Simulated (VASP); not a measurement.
Data:

```
BiGa
1.0
    0.00000     3.16497     3.16497
    3.16497     0.00000     3.16497
    3.16497     3.16497     0.00000
Ga Bi
1 1
Direct
  0.00000   0.00000   0.00000
  0.25000   0.25000   0.25000
```

Computed with PBEsol GGA, VASP's PBE PAW potentials (set 64) (plane waves; VASP 6.6.1). Numerical set-up: 400 eV cut-off, Gaussian smearing of 0.050 eV, potentials Ga_d Bi_d.

Q: Give the energies of bands 12 to 17 at the high-symmetry points, in eV from the Fermi level.

A: 
```tsv
band	Γ	X	U	L	W
12	-1.70	-6.61	-6.47	-6.28	-6.48
13	0.14	-2.36	-3.33	-1.00	-3.10
14	0.14	-2.36	-1.99	-1.00	-2.85
15	0.14	0.94	1.26	-0.28	3.51
16	2.80	1.04	3.63	3.81	3.63
17	2.80	8.25	6.04	3.81	4.34
```

It has no gap at this level: it comes out as a metal or semimetal.

The structure was generated: GaBi was put into the zinc blende type (F-43m), which need not be its known phase. It was relaxed first.
